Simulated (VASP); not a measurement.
Input:

```
Bi2Se3
1.0
    4.19026     0.00000     0.00000
   -2.09513     3.62887     0.00000
    0.00000     0.00000    30.67940
Bi Se
6 9
Cartesian
  0.00000   2.41925   8.15050
  0.00000   2.41925   2.07598
  0.00000   0.00000  18.37696
  0.00000   0.00000  12.30244
  2.09513   1.20962  28.60341
  2.09513   1.20962  22.52889
  0.00000   0.00000   0.00000
  2.09513   1.20962   3.72242
  0.00000   0.00000   6.50403
  2.09513   1.20962  10.22646
  0.00000   2.41925  13.94891
  2.09513   1.20962  16.73049
  0.00000   2.41925  20.45294
  0.00000   0.00000  24.17536
  0.00000   2.41925  26.95697
```

Computed with PBE GGA, VASP's PBE PAW potentials (set 64) (plane waves; VASP 6.6.1). Numerical set-up: PREC = Normal, EDIFF = 1E-5, 400 eV cut-off, 8×8×1 Γ-centred mesh, Gaussian smearing of 0.050 eV, potentials Bi_d Se.

Without a dispersion term in the relaxation, distances and binding between the weakly bound layers, chains or molecules are unreliable, and so is what depends on them.

Question: The ions are relaxed. Give the cell that the relaxation ends in.

Answer: 
```
Bi2Se3
1.0
    4.19026     0.00000     0.00000
   -2.09513     3.62887     0.00000
    0.00000     0.00000    30.67940
Bi Se
6 9
Direct
  0.33333   0.66667   0.26987
  0.33333   0.66667   0.06346
  0.00000   0.00000   0.60320
  0.00000   0.00000   0.39680
  0.66667   0.33333   0.93654
  0.66667   0.33333   0.73013
  0.00000   0.00000   0.00000
  0.66667   0.33333   0.11439
  0.00000   0.00000   0.21894
  0.66667   0.33333   0.33333
  0.33333   0.66667   0.44772
  0.66667   0.33333   0.55228
  0.33333   0.66667   0.66667
  0.00000   0.00000   0.78106
  0.33333   0.66667   0.88561
```
Space group R-3m (166), at a tolerance of 0.03 Å.

Question: How much energy does the relaxation gain?

Answer: The energy (σ→0) changes by -24.6 meV/atom, in 9 ionic steps.

The compound is Bi2Se3 in the tetradymite structure. This run relaxes the ions in a fixed cell. Symmetry was kept, so distortions that lower it aren't found.
